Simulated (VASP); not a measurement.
Crystal: Al2Cu (Khatyrkite).

```
Al Cu
1.0
    -3.03350    3.03350    2.43850
     3.03350   -3.03350    2.43850
     3.03350    3.03350   -2.43850
Al Cu
4 2
Direct
  0.65810 0.15810 0.81620
  0.15810 0.34190 0.50000
  0.34190 0.84190 0.18380
  0.84190 0.65810 0.50000
  0.25000 0.25000 0.00000
  0.75000 0.75000 0.00000
```

```yaml
Program: VASP 6.6.1
Task: relaxation of cell and atoms
Functional: PBE
Dispersion: D3(BJ)
Potentials_or_basis: VASP PAW PBE potentials, release 64 (Al, Cu)
Cutoff: 600 eV
k_mesh: 10 × 10 × 10
Occupations: methfessel-paxton, width 0.1 eV
Spin: no spin polarisation
```

At the start: pressure -4.8 GPa; volume 14.96 Å³/atom.

Task: Where does the relaxation end?

Result: Over 7 steps the energy falls by 10.3 meV/atom and the volume is 14.27 Å³/atom (-4.6 %); space group I4/mcm (No. 140, to 0.05 Å).

Step by step:
```csv
step,energy change (eV),largest force (eV/Å),pressure (GPa),volume (Å³)
1,0.0000,0.0277,-4.79,89.76
2,-0.0505,0.0192,2.21,84.08
3,-0.0613,0.0029,0.02,85.73
4,-0.0613,0.0023,-0.16,85.81
5,-0.0615,0.0051,-0.14,85.80
6,-0.0616,0.0122,-0.13,85.80
7,-0.0617,0.0050,0.08,85.64
```

Final structure:
```yaml
crystal:
  lattice:
    - [-2.98120, 2.98120, 2.40889]
    - [2.98120, -2.98120, 2.40889]
    - [2.98120, 2.98120, -2.40889]
  atoms:
    - { symbol: Al, position: [0.65825, 0.15825, 0.81650] }
    - { symbol: Al, position: [0.15825, 0.34175, 0.50000] }
    - { symbol: Al, position: [0.34175, 0.84175, 0.18350] }
    - { symbol: Al, position: [0.84175, 0.65825, 0.50000] }
    - { symbol: Cu, position: [0.25000, 0.25000, 0.00000] }
    - { symbol: Cu, position: [0.75000, 0.75000, 0.00000] }
```

Caveat: pairwise dispersion overbinds metals, which lowers pressure and volume.
